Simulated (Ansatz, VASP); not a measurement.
# Cross-check of KTaO3 between VASP and Ansatz

One calculation is typed for both programs; each brings its own data sets. How far apart do they land? The cell is taken from a series of runs on this material, whose earlier steps may have relaxed, scaled, displaced or heated it; both programs get it as it stands.

Calculated with Ansatz 0.2.0; plane waves, with VASP 6.6.1 beside it; zone-centre phonons at LDA.

### Step 1. Starting point

Symmetry: Pm-3m, No. 221, cubic system. Conventional cell: a = 4.003 Å, b = 4.003 Å, c = 4.003 Å, α = 90.00°, β = 90.00°, γ = 90.00°. Nearest to O lie 2 Ta at 2.00 Å and 4 K at 2.83 Å. Nearest to K lie 12 O at 2.83 Å. Nearest to Ta lie 6 O at 2.00 Å. Farther neighbours and most contacts between anions are not listed.

As a file:

```cif
data_structure
_symmetry_space_group_name_H-M 'P 1'
_symmetry_Int_Tables_number 1
_cell_length_a 4.0034
_cell_length_b 4.0034
_cell_length_c 4.0034
_cell_angle_alpha 90.000
_cell_angle_beta 90.000
_cell_angle_gamma 90.000
_cell_volume 64.16
loop_
_atom_site_label
_atom_site_type_symbol
_atom_site_fract_x
_atom_site_fract_y
_atom_site_fract_z
_atom_site_occupancy
O1 O 0.50000 0.00000 0.00000 1
O2 O 0.00000 0.50000 0.00000 1
O3 O 0.00000 0.00000 0.50000 1
K4 K 0.50000 0.50000 0.50000 1
Ta5 Ta 0.00000 0.00000 0.00000 1
```

### Step 2. Ansatz: zone-centre phonons, LDA

Ansatz runs on its PAW soft_1 files.

Second derivatives magnify differences that forces hide, and they need a tight electronic threshold.

input.yaml reads:

```yaml
crystal:
  lattice:
    - [4.0033539001, 0.0, 0.0]
    - [0.0, 4.0033539001, 0.0]
    - [0.0, 0.0, 4.0033539001]
  atoms:
    - { symbol: O, position: [0.5, 0.0, 0.0] }
    - { symbol: O, position: [0.0, 0.5, 0.0] }
    - { symbol: O, position: [0.0, 0.0, 0.5] }
    - { symbol: K, position: [0.5, 0.5, 0.5] }
    - { symbol: Ta, position: [0.0, 0.0, 0.0] }
kpoints:
  mp_grid: { grid: [8, 8, 8] }
hamiltonian:
  xc: lda
  pseudopotentials: { kind: paw, azcp: { folder: soft_1 }, xc_functional: pbe }
scf:
  occupations: { method: fixed }
output:
  eigenvalues: true
phonons:
  method: dfpt
  dielectric: true
  rigid_motions: translations
```

Command:

```bash
ansatz run input.yaml --threads 8 --pin off --max-ram 16384MiB --backend cpu --events-out ev --progress --plain --runs-dir out
```

Numbers of over 12 decimals in the logs are rounded to 6 here.

Log:

```text
Engine: ansatz 0.2.0, aarch64-unknown-linux-gnu
Pseudopotentials: kind: paw
Pseudopotential: O, paw, valence charge 6, recommended cutoff 420 eV (normal), soft_1/O.paw.azcp
Pseudopotential: K, paw, valence charge 9, recommended cutoff 420 eV (normal), soft_1/K.paw.azcp
Pseudopotential: Ta, paw, valence charge 13, recommended cutoff 420 eV (normal), soft_1/Ta.paw.azcp
Functional definition: SPW92
  exchange = slater_x
  correlation = pw_c
Crystal: 5 atoms, lattice volume = 64.161 Å³
Basis set: ecut = 420 eV, 1237 PW (Γ), exchange–correlation on 54×54×54 points (8 copies of the dense FFT grid, shifted against one another)
Bands: 25, of which v1, the nominal top of the filled ones, is band 20 counted from 1 (19 counted from 0)
Symmetry: 48 space group operations
k-points: 170 of 512 (irreducible under 2 space group operations, time reversal used)
Non-local potential: O, projectors of the file, l = 0: 2, l = 1: 2, l = 2: 1
Non-local potential: K, projectors of the file, l = 0: 3, l = 1: 2, l = 2: 2
Non-local potential: Ta, projectors of the file, l = 0: 3, l = 1: 2, l = 2: 2, l = 3: 1
PAW form: soft (Blöchl's): semilocal exchange-correlation on the pseudo side does not see the compensation charge
PAW frozen core: O, regenerated for the run's functional, and the local potential with it (the file was generated under x = pbe(κ = 0.804, μ = 0.219515), c = pbe(β = 0.066725))
PAW frozen core: K, regenerated for the run's functional, and the local potential with it (the file was generated under x = pbe(κ = 0.804, μ = 0.219515), c = pbe(β = 0.066725))
PAW frozen core: Ta, regenerated for the run's functional, and the local potential with it (the file was generated under x = pbe(κ = 0.804, μ = 0.219515), c = pbe(β = 0.066725))
PAW one-centre angular grid: O, 110 points (default); XC on 64 Gauss nodes
PAW one-centre angular grid: K, 110 points (default); XC on 64 Gauss nodes
PAW one-centre angular grid: Ta, 590 points (default); XC on 64 Gauss nodes
Initial density: superposition of atomic densities (chi_scale 0.1, normalization cell, long waves kept (reshape's long-wave potential 0.00 eV rms))
Initial wavefunctions: pseudopotential atomic-orbital guess
Functional: x = slater, c = lda
SCF iter   1: F=—  HF=-12852.304778 eV  |F-HF|=—  |Δ(HF+E_count)|=         —  Δρ=5.44e-2  dr2=1.70e0  ethr=3.10e-3  ⟨swp⟩=4.3  Hψ=18051  notcnv=0  defer=450
preconditioner: auto → Resta (q_TF=auto, 2.522 Å⁻¹)  ε∞=4.5  [insulator: Δε(μ)=2.393 eV  Ē_g=13.504 eV  n_scr=18 (ndim 8)  ℏωp=25.4 eV  f_vac=0.000  ε∞_Penn≈4.5]
SCF iter   2: F=—  HF=-12851.899934 eV  |F-HF|=—  |Δ(HF+E_count)|=   4.05e-1  Δρ=2.74e-2  dr2=4.63e-1  ethr=3.10e-3  ⟨swp⟩=2.0  Hψ=7109  notcnv=0  defer=443
SCF iter   3: F=—  HF=-12851.764022 eV  |F-HF|=—  |Δ(HF+E_count)|=   1.36e-1  Δρ=4.70e-3  dr2=1.42e-2  ethr=1.16e-3  ⟨swp⟩=2.0  Hψ=7235  notcnv=0  defer=426
SCF iter   4: F=—  HF=-12851.760021 eV  |F-HF|=—  |Δ(HF+E_count)|=   4.00e-3  Δρ=1.49e-3  dr2=1.01e-3  ethr=3.54e-5  ⟨swp⟩=2.2  Hψ=6429  notcnv=0  defer=490
SCF iter   5: F=—  HF=-12851.760080 eV  |F-HF|=—  |Δ(HF+E_count)|=   5.87e-5  Δρ=1.38e-3  dr2=1.06e-3  ethr=2.52e-6  ⟨swp⟩=2.0  Hψ=7253  notcnv=0  defer=490
SCF iter   6: F=—  HF=-12851.759843 eV  |F-HF|=—  |Δ(HF+E_count)|=   2.37e-4  Δρ=5.78e-5  dr2=1.27e-6  ethr=2.52e-6  ⟨swp⟩=2.0  Hψ=6705  notcnv=0  defer=487
SCF iter   7: F=—  HF=-12851.759843 eV  |F-HF|=—  |Δ(HF+E_count)|=   4.91e-7  Δρ=8.42e-6  dr2=3.10e-8  ethr=3.16e-9  ⟨swp⟩=2.0  Hψ=6769  notcnv=0  defer=306
SCF iter   8: F=—  HF=-12851.759843 eV  |F-HF|=—  |Δ(HF+E_count)|=   1.33e-8  Δρ=1.18e-6  dr2=4.77e-10  ethr=7.76e-11  ⟨swp⟩=2.3  Hψ=6704  notcnv=0  defer=306
SCF iter   9: F=-12851.759843 eV  HF=-12851.759843 eV  |F-HF|=1.82e-11  |Δ(HF+E_count)|=  2.15e-10  Δρ=2.23e-7  dr2=2.49e-11  ethr=1.00e-12  ⟨swp⟩=12.8  Hψ=26611  notcnv=0
SCF 1 converged in 9 iterations: F = -12851.759843 eV  dr2 = 2.49e-11
  greatest PAW one-centre occupation: 0.999 electrons in one spin orbital (limit 2), on the Ta atom at site 4 (counted from 0), in its partial waves of l = 0
DFPT response loops at Γ: preconditioner auto → none (the input reference at scf.mixing.eps_inf says where Resta's filter doesn't serve); β = 0.50; Broyden in place of MSR1
── the response to a field inside a basis, on 8×8×8 k-points: an SCF that follows is theirs, and a resumed run solves both again ──
Bands: 21, of which v1, the nominal top of the filled ones, is band 20 counted from 1 (19 counted from 0)
k-points: 20 of 512
Initial density: handed on by an earlier stage of this run
Initial wavefunctions: pseudopotential atomic-orbital guess (no wavefunctions were taken with the density)
Eigensolver: Dense (20 Hₖ)
SCF iter   1: F=—  HF=-12851.759714 eV  |F-HF|=—  |Δ(HF+E_count)|=         —  Δρ=4.63e-4  dr2=2.42e-5  ethr=1.00e-1
preconditioner: auto → Resta (q_TF=auto, 2.522 Å⁻¹)  ε∞=6.5  [insulator: Δε(μ)=2.328 eV  Ē_g=10.780 eV  n_scr=18 (ndim 8)  ℏωp=25.4 eV  f_vac=0.011  ε∞_Penn≈6.5]
SCF iter   2: F=—  HF=-12851.759707 eV  |F-HF|=—  |Δ(HF+E_count)|=   7.23e-6  Δρ=2.02e-4  dr2=7.60e-6  ethr=6.06e-8
SCF iter   3: F=—  HF=-12851.759705 eV  |F-HF|=—  |Δ(HF+E_count)|=   1.58e-6  Δρ=9.07e-5  dr2=9.00e-7  ethr=1.90e-8
SCF iter   4: F=-12851.759705 eV  HF=-12851.759705 eV  |F-HF|=1.65e-8  |Δ(HF+E_count)|=   2.42e-7  Δρ=5.27e-6  dr2=2.44e-8  ethr=2.25e-9
SCF 1 converged in 4 iterations: F = -12851.759705 eV  dr2 = 2.44e-8
DFPT response loops at Γ: mixed as the last ones told, above
SCF converged after 9 iterations
Free energy (F): -12851.759843 eV
Harris-Foulkes:  -12851.759843 eV  (|F-HF|=1.82e-11)
Internal energy: -12851.759843 eV  (E = F + TS)
E sigma→0 (E₀):  -12851.759843 eV
Fermi energy:    8.181418 eV
--- Per-component energies (eV) ---
  E_band       = -272.398556
  E_kinetic    = 1143.659505
  E_local      = -2234.013003  (includes V_loc(G=0)·N_el)
  E_nonlocal   = 174.408846
  E_hartree    = 791.569763
  E_xc         = -661.479204
  E_vxc        = -667.826661  (∫ρ·V_xc dr)
  E_paw        = -9255.987234  (= ΣΔE_a)
  E_vpaw       = -271.769398  (= ΣTr[D̂ρ^β])
  E_aug_tail   = 0.002466  (compensation charges beyond the density's cutoff)
  E_ewald      = -2810.728245
  E_core_change = 0.807262  (= ΣΔE_core)
  E_smearing   = -0.000000  (= −TS)
  E_closure    = 0.000000  (closes the sum)
  Σ components = -12851.759843   (vs F -12851.759843, Δ=0.00e0)
--- Band table (eV; the first three rows and the last of 170) ---
  k-point 0: bands = [... 16 lower, 7.1239, 7.5471, 7.5471, 7.5471, 10.2382, 10.2382, 10.2382, 14.4695, ... 1 higher]
  k-point 1: bands = [... 16 lower, 7.0488, 7.1070, 7.4647, 7.4647, 10.2606, 10.7259, 10.7259, 14.7396, ... 1 higher]
  k-point 2: bands = [... 16 lower, 6.5009, 6.8767, 7.3877, 7.3877, 10.3158, 11.7347, 11.7347, 14.8992, ... 1 higher]
  k-point 169: bands = [... 16 lower, 4.2829, 8.1814, 8.1814, 8.1814, 14.5139, 14.5139, 14.5139, 16.8809, ... 1 higher]
--- Phonons (Γ-DFPT): 4 representative perturbations + reference, on 170 of 512 k-points (Σ response iterations 12) ---
  k mesh reduced under 2 symmetry operations, with k and −k counted as one. Each operation leaves every solved perturbation unchanged. A smaller set is not considered because the run solves the response to a homogeneous field
  ASR residual: 1.744e-4 → 0.000e0 eV/Å²; symmetrization residual: 8.439e-6 eV/Å²
  ASR residual per site (eV/Å²): 1.74e-4 1.74e-4 1.74e-4 5.69e-5 4.55e-5
  Γ frequencies (cm⁻¹): -70.98 -70.98 -70.98 0.00 0.00 0.00 165.57 165.57 165.57 259.64 259.64 259.64 502.73 502.73 502.73
  ε∞ (high-frequency dielectric tensor):
        5.515666     0.000000     0.000000
        0.000000     5.515666     0.000000
        0.000000     0.000000     5.515666
  softest optical mode at Γ: -70.98 cm⁻¹; the repairs (sum rule, projections) moved no ω² at Γ by more than (2.26 cm⁻¹)²
  Born effective charges Z* (e; rows j = field, columns β = displacement):
    site 0:
        -6.55748   -0.00000   -0.00000
        -0.00000   -1.67266    0.00000
         0.00000   -0.00000   -1.67266
    site 1:
        -1.67266    0.00000    0.00000
         0.00000   -6.55748    0.00000
        -0.00000   -0.00000   -1.67266
    site 2:
        -1.67266    0.00000    0.00000
        -0.00000   -1.67266    0.00000
         0.00000    0.00000   -6.55748
    site 3:
         1.14721   -0.00000    0.00000
        -0.00000    1.14721    0.00000
         0.00000    0.00000    1.14721
    site 4:
         8.75560    0.00000    0.00000
        -0.00000    8.75560    0.00000
         0.00000    0.00000    8.75560
  Z* charge neutrality: 2.537e-3 e pre-enforcement
  solved inside a basis spanned on kpoints, on 8×8×8 k-points, its susceptibility summed on 12×12×12: ε∞ is read to err by 1.5e-2, Z* by 3.9e-2 e (field_mesh: kpoints solves on kpoints); Z* is corrected for what the basis lacks
  optical modes at Γ without the LO–TO term, one row a degenerate level:
      ω (cm⁻¹)  modes    IR ((D/Å)²/amu)
        -70.98      3           173.6418
        165.57      3             8.8737
        259.64      3             0.0000
        502.73      3            59.3659
  optical modes at Γ + LO–TO along q̂ = [1.0000, 0.0000, 0.0000]:
      ω (cm⁻¹)  modes    IR ((D/Å)²/amu)
        -70.98      2           115.7612
        160.01      1             0.0285
[...]
optical modes at Γ + LO–TO along q̂ = [0.0000, 1.0000, 0.0000]:
      ω (cm⁻¹)  modes    IR ((D/Å)²/amu)
[...]
759.48      1            74.5706
  optical modes at Γ + LO–TO along q̂ = [0.0000, 0.0000, 1.0000]:
      ω (cm⁻¹)  modes    IR ((D/Å)²/amu)
        -70.98      2           115.7612
        160.01      1             0.0285
        165.57      2             5.9158
        259.64      3             0.0000
        398.28      1             6.0281
        502.73      2            39.5773
        759.48      1            74.5706
```

Reading the cycles: dr2 is the Hartree energy of the density residual (eV), the measure of convergence; HF is the Harris–Foulkes estimate of the energy, which meets the free energy F at convergence.

(Continued in part 2 of 3.)

[Lines on the potential files, build, host, timing and source positions are cut from VASP's logs without a mark.]

[Logs are printed without paths, hosts, clocks, repeated set-up lines and the standing remarks that a program may print on its own settings, such as how far it seeks lower states.]

[Hosts, paths, dates, database ids (printed as entryN), source tags and the programs' standing remarks are cut or masked in the printed files.]
